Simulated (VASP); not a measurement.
# HgMg3Te4 (ordered alloy cell): computed properties

All values below come from PBEsol GGA, VASP's PBE PAW potentials (set 64) (plane waves; VASP).

* **space group**: Amm2 (38)
* **cell**: a = 4.574 Å, b = 9.131 Å, c = 12.896 Å, α = 90.00°, β = 90.00°, γ = 90.00°
* **volume per atom**: 33.67 Å^3/atom
* **band gap (over mesh and band path)**: 0.90 eV
* **smallest direct gap (over mesh and band path)**: 0.90 eV
* **band-edge character**: direct, Γ to Γ
* **density**: 4.83 g/cm³

HgMg$_{3}$Te$_{4}$ is modelled in the orthorhombic space group Amm2 (No. 38), Pearson symbol oS16. Lattice parameters: a = 4.5743 Å, b = 9.1310 Å, c = 12.8962 Å, α = β = γ = 90.00°. Mg1 on 2a is surrounded by 4 Te at 2.790 Å (tetrahedral). Mg2 on 4e sees 4 Te at 2.783–2.789 Å (tetrahedral). Te1 on 2b has 4 Mg at 2.783–2.790 Å (tetrahedral). Te2 on 4d is coordinated by 3 Mg at 2.786–2.790 Å and 1 Hg at 2.828 Å (tetrahedral). Te3 on 2b is coordinated by 2 Mg at 2.789 Å and 2 Hg at 2.820 Å (tetrahedral). Hg on 2a is coordinated by 4 Te at 2.820–2.828 Å (tetrahedral). (Neighbours: up to the widest gap in distance over summed covalent radii, below 1.35, at either atom; cation-cation and far metal-metal contacts left out.)
(The calculation used a cell of 8 atoms; values per cell refer to that cell.)

Unless said otherwise, spin-orbit coupling is left out, though it shifts the bands of the heavy elements here.

The structure was generated: HgMg3Te4 was put into an ordered model structure (Amm2), which need not be its known phase. It was relaxed first. Symmetry was kept, so distortions that lower it aren't found.
